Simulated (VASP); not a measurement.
## Ta(100), as cut: electronic structure

Aim: model Ta(100) by a slab and find how far its highest filled level lies below the vacuum.

Main program and level: VASP 6.6.1; LDA; plane waves and PAW (Ta).

## 1. Starting point

The cell holds 7 atoms: 7 Ta. Its edges and angles: a = 3.310 Å, b = 3.310 Å, c = 27.930 Å, α = 90.0°, β = 90.0°, γ = 90.0°. Vacuum lies along c.

## 2. Vacuum level and density of states

A static run writes the electrostatic potential without exchange and correlation (LVHAR), which is flat in the vacuum and gives the level to count from. The dipole correction cancels the field that unlike faces would set up across the vacuum.

Contents of INCAR:

```
SYSTEM = Ta
PREC = Normal
ENCUT = 300
EDIFF = 1E-06
NELM = 120
ISMEAR = -1
SIGMA = 0.1
LREAL = .FALSE.
ALGO = Fast
GGA = CA
NBANDS = 35
LASPH = .TRUE.
LORBIT = 11
LWAVE = .FALSE.
LCHARG = .TRUE.
IDIPOL = 3
LDIPOL = .TRUE.
DIPOL = 0.5 0.5 0.5
LVHAR = .TRUE.
LVACPOTAV = .TRUE.
LELF = .TRUE.
NEDOS = 1500
```

Contents of POSCAR:

```
Ta
1.0
    3.3100000000      0.0000000000      0.0000000000
    0.0000000000      3.3100000000      0.0000000000
    0.0000000000      0.0000000000     27.9300000000
Ta
7
Direct
    0.0000000000      0.0000000000      0.3222341568
    0.5000000000      0.5000000000      0.3814894379
    0.0000000000      0.0000000000      0.4407447189
    0.5000000000      0.5000000000      0.5000000000
    0.0000000000      0.0000000000      0.5592552811
    0.5000000000      0.5000000000      0.6185105621
    0.0000000000      0.0000000000      0.6777658432
```

Contents of KPOINTS:

```
Automatic mesh
0
Gamma
12 12 1
0 0 0
```

Contents of KPOINTS_OPT:

```
Line mode
14
Line-mode
Reciprocal
  0.50000000   0.50000000   0.00000000 M
  0.00000000   0.00000000   0.00000000 GAMMA

  0.00000000   0.00000000   0.00000000 GAMMA
  0.00000000   0.50000000   0.00000000 X

  0.00000000   0.50000000   0.00000000 X
  0.50000000   0.50000000   0.00000000 M
```

The projector-augmented-wave data sets are Ta (LDA family, release 64).

On the command line:

```sh
> mpirun -np 2 vasp_std
```

The program printed:

```text
[banner, memory and clock lines left out]
running    2 mpi-ranks, on    1 nodes
 distrk:  each k-point on    2 cores,    1 groups
 distr:  one band on    1 cores,    2 groups

 POSCAR found type information on POSCAR Ta
 POSCAR found :  1 types and       7 ions
 LDA part: xc-table for (Slater(with rela. corr.)+CA(PZ))
 , standard interpolation
|                                                                             |
|           W    W    AA    RRRRR   N    N  II  N    N   GGGG   !!!           |
|           W    W   A  A   R    R  NN   N  II  NN   N  G    G  !!!           |
|           W    W  A    A  R    R  N N  N  II  N N  N  G       !!!           |
|           W WW W  AAAAAA  RRRRR   N  N N  II  N  N N  G  GGG   !            |
|           WW  WW  A    A  R   R   N   NN  II  N   NN  G    G                |
|           W    W  A    A  R    R  N    N  II  N    N   GGGG   !!!           |
|                                                                             |
|     The number of bands has been changed from the values supplied in        |
|     The orbitals not found in the WAVECAR file will be initialized with     |
|     random numbers, which is usually adequate. For correlated               |
|     calculations, however, you should redo the groundstate calculation.     |
|     I found NBANDS = 35. Now, NBANDS = 36.                                  |
|                                                                             |

 POSCAR, INCAR and KPOINTS ok, starting setup
 FFT: planning ... GRIDC
 FFT: planning ... GRID_SOFT
 FFT: planning ... GRID
 WAVECAR not read
 entering main loop
       N       E                     dE             d eps       ncg     rms          rms(c)
DAV:   1     0.623288479133E+02    0.62329E+02   -0.86121E+03  2032   0.473E+02
DAV:   2    -0.806694037247E+02   -0.14300E+03   -0.12925E+03  2936   0.118E+02
DAV:   3    -0.941330355049E+02   -0.13464E+02   -0.12731E+02  2532   0.347E+01
DAV:   4    -0.947276913507E+02   -0.59466E+00   -0.58530E+00  3152   0.749E+00
DAV:   5    -0.947507125095E+02   -0.23021E-01   -0.22980E-01  3140   0.140E+00    0.355E+01
RMM:   6    -0.121440986625E+03   -0.26690E+02   -0.62673E+01  2840   0.168E+01    0.241E+01
RMM:   7    -0.110911135609E+03    0.10530E+02   -0.38919E+01  2587   0.141E+01    0.202E+01
RMM:   8    -0.905878869558E+02    0.20323E+02   -0.82961E+00  2141   0.772E+00    0.119E+01
RMM:   9    -0.869069395826E+02    0.36809E+01   -0.19633E+00  2353   0.394E+00    0.677E+00
RMM:  10    -0.867681493194E+02    0.13879E+00   -0.53610E-01  2886   0.183E+00    0.607E+00
RMM:  11    -0.867631699038E+02    0.49794E-02   -0.90075E-02  3138   0.723E-01    0.595E+00
RMM:  12    -0.867777986498E+02   -0.14629E-01   -0.99907E-03  2929   0.251E-01    0.598E+00
RMM:  13    -0.868076092175E+02   -0.29811E-01   -0.66118E-03  2704   0.200E-01    0.613E+00
RMM:  14    -0.863975358435E+02    0.41007E+00   -0.30667E-01  3908   0.119E+00    0.592E+00
RMM:  15    -0.859803878049E+02    0.41715E+00   -0.13357E-01  3701   0.892E-01    0.413E+00
RMM:  16    -0.856687197959E+02    0.31167E+00   -0.24500E-01  3868   0.118E+00    0.181E+00
RMM:  17    -0.856325276590E+02    0.36192E-01   -0.37058E-02  3337   0.490E-01    0.925E-01
RMM:  18    -0.856228170728E+02    0.97106E-02   -0.12504E-02  2809   0.277E-01    0.555E-01
RMM:  19    -0.856228477610E+02   -0.30688E-04   -0.42652E-02  3349   0.475E-01    0.364E-01
RMM:  20    -0.856224941336E+02    0.35363E-03   -0.18075E-03  2913   0.115E-01    0.366E-01
RMM:  21    -0.856217452868E+02    0.74885E-03   -0.32439E-04  2841   0.479E-02    0.339E-01
RMM:  22    -0.856196320760E+02    0.21132E-02   -0.40220E-03  3279   0.143E-01    0.785E-02
RMM:  23    -0.856196487564E+02   -0.16680E-04   -0.25499E-04  2887   0.385E-02    0.376E-02
RMM:  24    -0.856197126828E+02   -0.63926E-04   -0.39087E-05  2889   0.161E-02    0.275E-02
RMM:  25    -0.856197286865E+02   -0.16004E-04   -0.45204E-05  2715   0.152E-02    0.128E-02
RMM:  26    -0.856197574560E+02   -0.28770E-04   -0.11130E-05  2491   0.941E-03    0.196E-02
RMM:  27    -0.856197696612E+02   -0.12205E-04   -0.27201E-05  2824   0.128E-02    0.509E-03
RMM:  28    -0.856197760504E+02   -0.63891E-05   -0.14266E-05  2786   0.854E-03    0.133E-02
RMM:  29    -0.856197764979E+02   -0.44753E-06   -0.76530E-06  2478   0.750E-03
|                                                                             |
|           W    W    AA    RRRRR   N    N  II  N    N   GGGG   !!!           |
|           W    W   A  A   R    R  NN   N  II  NN   N  G    G  !!!           |
|           W    W  A    A  R    R  N N  N  II  N N  N  G       !!!           |
|           W WW W  AAAAAA  RRRRR   N  N N  II  N  N N  G  GGG   !            |
|           WW  WW  A    A  R   R   N   NN  II  N   NN  G    G                |
|           W    W  A    A  R    R  N    N  II  N    N   GGGG   !!!           |
|                                                                             |
|     Did not find any points to average over, which means that no vacuum     |
|     field-free region was found. Please increase the size of  your cell     |
|     in the dimension of the dipole correction to obtain accurate            |
|     workfunction values.                                                    |
|                                                                             |

   1 F= -.85619776E+02 E0= -.85490143E+02  d E =-.259267E+00
 Start KPOINTS_OPT (optional k-point list driver)
k-point batch [1-28\42]
       N       E                     dE             ncg
DAV:   1     0.174303742159E+04   -0.10955E+05     2016
DAV:   2    -0.168218741132E+04   -0.34252E+04     2820
DAV:   3    -0.205374969809E+04   -0.37156E+03     2772
DAV:   4    -0.207358419436E+04   -0.19834E+02     3192
DAV:   5    -0.207420095018E+04   -0.61676E+00     3136
DAV:   6    -0.207422093585E+04   -0.19986E-01     3288
DAV:   7    -0.207422166158E+04   -0.72572E-03     3256
DAV:   8    -0.207422168626E+04   -0.24688E-04     3040
DAV:   9    -0.207422168763E+04   -0.13644E-05     2384
DAV:  10    -0.207422168780E+04   -0.17536E-06     2088
k-point batch [29-42\42]
       N       E                     dE             ncg
DAV:   1     0.579104331770E+04   -0.12086E+05     1008
DAV:   2     0.405572971806E+04   -0.17353E+04     1484
DAV:   3     0.386527631110E+04   -0.19045E+03     1312
DAV:   4     0.385740803895E+04   -0.78683E+01     1608
DAV:   5     0.385717988460E+04   -0.22815E+00     1536
DAV:   6     0.385717194808E+04   -0.79365E-02     1624
DAV:   7     0.385717185591E+04   -0.92176E-04     1552
DAV:   8     0.385717185306E+04   -0.28429E-05     1392
DAV:   9     0.385717185292E+04   -0.14105E-06     1168
```

The job ended after 77 s (2 MPI ranks of Intel Xeon 6975P-C (Granite Rapids), shared host; peak memory 0.38 GiB; 2.2 min of CPU time).

Lines that name or quote the potential files are left out of all logs, and their timing lines are given in words.

From OUTCAR (step 2):

```text
ion  position               nearest neighbor table
   1  0.000  0.000  0.322-   2 2.87   2 2.87   2 2.87   2 2.87   3 3.31
   2  0.500  0.500  0.381-   3 2.87   3 2.87   3 2.87   3 2.87   1 2.87   1 2.87   1 2.87   1 2.87
                             4 3.31
   3  0.000  0.000  0.441-   2 2.87   2 2.87   2 2.87   2 2.87   4 2.87   4 2.87   4 2.87   4 2.87
                             1 3.31   5 3.31
   4  0.500  0.500  0.500-   3 2.87   5 2.87   3 2.87   5 2.87   3 2.87   5 2.87   3 2.87   5 2.87
                             2 3.31   6 3.31
   5  0.000  0.000  0.559-   6 2.87   6 2.87   6 2.87   6 2.87   4 2.87   4 2.87   4 2.87   4 2.87
                             7 3.31   3 3.31
   6  0.500  0.500  0.619-   5 2.87   5 2.87   5 2.87   5 2.87   7 2.87   7 2.87   7 2.87   7 2.87
                             4 3.31
   7  0.000  0.000  0.678-   6 2.87   6 2.87   6 2.87   6 2.87   5 3.31

  LATTYP: Found a simple tetragonal cell.
 ALAT       =     3.3100000000
 C/A-ratio  =     8.4380664653

 Subroutine GETGRP returns: Found 16 space group operations
 (whereof 16 operations were pure point group operations)

The static configuration has the point symmetry D_4h.

 Found     28 irreducible k-points:

   k-points           NKPTS =     28   k-points in BZ     NKDIM =     28   number of bands    NBANDS=     36

   dimension x,y,z NGX =    14 NGY =   14 NGZ =  120
   dimension x,y,z NGXF=    28 NGYF=   28 NGZF=  240

   ENCUT  =  300.0 eV  22.05 Ry    4.70 a.u.   4.67  4.67 39.44*2*pi/ulx,y,z

   NELECT =      35.0000    total number of electrons

 k-points in reciprocal lattice and weights: Automatic mesh
   0.00000000  0.00000000  0.00000000       0.007
   0.08333333  0.00000000  0.00000000       0.028
   0.16666667  0.00000000  0.00000000       0.028
   0.25000000  0.00000000  0.00000000       0.028
   0.33333333  0.00000000  0.00000000       0.028
   0.41666667  0.00000000  0.00000000       0.028
   0.50000000  0.00000000  0.00000000       0.014
   0.08333333  0.08333333  0.00000000       0.028
   0.16666667  0.08333333  0.00000000       0.056
[...]
0.50000000  0.41666667  0.00000000       0.028
   0.50000000  0.50000000  0.00000000       0.007

 dipolmoment           0.000000      0.000000     -0.000000 electrons x Angstroem

 average (electrostatic) potential at core
       1 -42.2697       2 -41.2064       3 -41.0320       4 -41.0123       5 -41.0320
       6 -41.2064       7 -42.2697

 E-fermi :   0.1034

 k-point     1 :       0.0000    0.0000    0.0000
  band No.  band energies     occupation
    ...
      9      -2.9623      2.00000
     10      -2.2921      2.00000
     11      -1.0954      1.99999
     12       0.0059      1.45223
     13       0.0517      1.25281
     14       0.3548      0.14977
     15       0.5216      0.03008
     16       0.5216      0.03008
     17       0.5886      0.01550
     18       0.5886      0.01550
    ...

 k-point     2 :       0.0833    0.0000    0.0000
  band No.  band energies     occupation
    ...
     10      -2.2266      2.00000
     11      -1.1229      1.99999
     12      -0.0910      1.74951
     13      -0.0042      1.49149
     14       0.0922      1.05567
     15       0.2954      0.25556
     16       0.3345      0.18037
     17       0.5666      0.01928
     18       0.5671      0.01917
     19       0.6754      0.00653
    ...

 k-point     3 :       0.1667    0.0000    0.0000
  band No.  band energies     occupation
    ...
     13      -0.1945      1.90317
     14      -0.1739      1.88236
     15      -0.1231      1.81182
     16       0.0383      1.31440
     17       0.1752      0.65547
     18       0.3570      0.14668
     19       0.4325      0.07175
     20       0.9702      0.00034
     21       0.9752      0.00033
     22       1.0195      0.00021
    ...

  Total      -15.6794658    -15.6794658    -12.1522842      0.0000000      0.0000000     -0.0000000
  in kB      -82.0946622    -82.0946622    -63.6270191      0.0000000      0.0000000     -0.0000000
  external PRESSURE =     -75.9387812 kB  Pullay stress =       0.0000000 kB

  energy-cutoff  :      300.00
  volume of cell :      306.00
      direct lattice vectors                 reciprocal lattice vectors
     3.310000000  0.000000000  0.000000000     0.302114804  0.000000000  0.000000000
     0.000000000  3.310000000  0.000000000     0.000000000  0.302114804  0.000000000
     0.000000000  0.000000000 27.930000000     0.000000000  0.000000000  0.035803795

 POSITION                                       TOTAL-FORCE (eV/Angst)
 -----------------------------------------------------------------------------------
      0.00000      0.00000      9.00000         0.000000      0.000000      2.054337
      1.65500      1.65500     10.65500         0.000000     -0.000000     -1.104384
      0.00000      0.00000     12.31000        -0.000000      0.000000     -0.353177
      1.65500      1.65500     13.96500         0.000000      0.000000      0.000000
      0.00000      0.00000     15.62000         0.000000      0.000000      0.353177
      1.65500      1.65500     17.27500         0.000000      0.000000      1.104384
      0.00000      0.00000     18.93000         0.000000      0.000000     -2.054337
 -----------------------------------------------------------------------------------
    total drift:                                0.000000      0.000000      0.000000

  FREE ENERGIE OF THE ION-ELECTRON SYSTEM (eV)
  ---------------------------------------------------
  free  energy   TOTEN  =       -85.6197764979 eV

  energy  without entropy=      -85.3605093650  energy(sigma->0) =      -85.49014293

 vacuum level on the upper side and lower side of the slab         4.342         4.342

 total charge
# of ion       s       p       d       tot
------------------------------------------
    1        0.679   0.417   3.062   4.158
    2        0.688   0.686   3.363   4.738
    3        0.679   0.688   3.398   4.765
    4        0.682   0.694   3.385   4.761
    5        0.679   0.688   3.398   4.765
    6        0.688   0.686   3.363   4.738
    7        0.679   0.417   3.062   4.158
--------------------------------------------------
tot          4.775   4.278  23.031  32.084

[... 3 further parts left out ...]
```

This run has no spin polarisation. Its electron count is odd, so without a moment it is a metal by construction. The data set Ta keeps the semicore shell frozen, which is cheaper and a little less accurate.

This step gave:

```
electronic cycles                               : 29
electrons                                       : 35
free energy (TOTEN)                             : -85.6198 eV
energy at zero smearing                         : -85.4901 eV
Fermi energy                                    : 0.1034 eV
labelled metallic, from the levels on this mesh : yes
DOS at the Fermi level                          : 7.570 states/eV/cell
dipole moment                                   : 0, 0, 0 e·Å
vacuum levels                                   : 4.342, 4.342 eV
work functions of the upper and lower face      : 4.239, 4.239 eV
```

The electronic bands at the labelled points (eV, zero at the Fermi level; # counts the bands kept):

| point | #14 | #15 | #16 | #17 | #18 | #19 | #20 | #21 |
| --- | --- | --- | --- | --- | --- | --- | --- | --- |
| M | -1.21 | -1.21 | -0.40 | -0.40 | 0.71 | 0.71 | 2.18 | 2.18 |
| 0.46 of the way | -1.31 | -0.99 | -0.97 | -0.92 | -0.77 | -0.58 | 0.36 | 0.41 |
| Γ | 0.25 | 0.42 | 0.42 | 0.49 | 0.49 | 0.63 | 0.63 | 0.70 |
| 0.46 of the way | -0.58 | -0.37 | -0.21 | -0.08 | -0.06 | 0.28 | 0.70 | 0.85 |
| X | -0.83 | -0.81 | 0.00 | 0.14 | 0.19 | 0.21 | 0.33 | 1.04 |
| 0.46 of the way | -0.81 | -0.69 | -0.67 | -0.35 | -0.34 | 0.16 | 0.31 | 0.39 |
| M | -1.21 | -1.21 | -0.40 | -0.40 | 0.71 | 0.71 | 2.18 | 2.18 |

The density of states has structure finer than the step of the table below, so its rows give means over 0.5 eV, whole bins alone (the curve runs from -8.57 to 6.23 eV). Peaks (eV: height): total -1.35: 11.5, -0.70: 11.5, 0.39: 11.0, 4.30: 10.7; Ta s -3.87: 1.61, 4.59: 0.333; Ta p -2.98: 0.838, -0.65: 1.73, 2.02: 0.952; Ta d -1.40: 9.62, 0.34: 8.59, 2.02: 5.61, 4.30: 9.29.

Means over bins of 0.050 eV. Table of density of states by energy, zero at the Fermi level; means over each step; values in states/eV/cell:

| energy (eV) | total | Ta s | Ta p | Ta d |
| --- | --- | --- | --- | --- |
| -8.0 | 0.0112 | 0.00893 | 1.4e-4 | 0 |
| -7.5 | 0.196 | 0.156 | 0.00617 | 1.9e-4 |
| -7.0 | 0.380 | 0.291 | 0.0230 | 0.00294 |
| -6.5 | 0.628 | 0.456 | 0.0560 | 0.0124 |
| -6.0 | 0.716 | 0.497 | 0.0813 | 0.0275 |
| -5.5 | 1.06 | 0.678 | 0.150 | 0.0749 |
| -5.0 | 1.43 | 0.829 | 0.209 | 0.189 |
| -4.5 | 2.46 | 1.15 | 0.321 | 0.740 |
| -4.0 | 4.21 | 1.51 | 0.434 | 1.89 |
| -3.5 | 5.45 | 1.39 | 0.528 | 3.03 |
| -3.0 | 7.51 | 1.25 | 0.766 | 4.79 |
| -2.5 | 5.11 | 0.574 | 0.539 | 3.56 |
| -2.0 | 5.82 | 0.190 | 0.625 | 4.54 |
| -1.5 | 10.5 | 0.107 | 1.13 | 8.76 |
| -1.0 | 10.5 | 0.169 | 1.38 | 8.22 |
| -0.5 | 10.2 | 0.200 | 1.62 | 7.50 |
| 0.0 | 8.20 | 0.171 | 1.28 | 5.92 |
| 0.5 | 9.69 | 0.177 | 1.03 | 7.38 |
| 1.0 | 5.43 | 0.0856 | 0.768 | 3.69 |
| 1.5 | 4.94 | 0.130 | 0.721 | 3.17 |
| 2.0 | 7.48 | 0.195 | 0.864 | 5.21 |
| 2.5 | 5.76 | 0.131 | 0.455 | 4.56 |
| 3.0 | 6.78 | 0.121 | 0.337 | 5.85 |
| 3.5 | 7.67 | 0.139 | 0.290 | 6.70 |
| 4.0 | 9.22 | 0.170 | 0.254 | 8.00 |
| 4.5 | 9.84 | 0.295 | 0.284 | 8.61 |
| 5.0 | 2.79 | 0.124 | 0.138 | 2.40 |
| 5.5 | 0.124 | 0.00424 | 0.00955 | 0.0984 |

(Continued in part 2 of 2.)

[Lines on the potential files, build, host, timing and source positions are cut from VASP's logs without a mark.]

[Logs are printed without paths, hosts, clocks, repeated set-up lines and the standing remarks that a program may print on its own settings, such as how far it seeks lower states.]

[Hosts, paths, dates, database ids (printed as entryN), source tags and the programs' standing remarks are cut or masked in the printed files.]

[In band tables of VASP the shares of atoms and orbitals are scaled to a sum of 1 inside the atoms' spheres.]

[Runs that stopped without an error message from VASP are left out.]
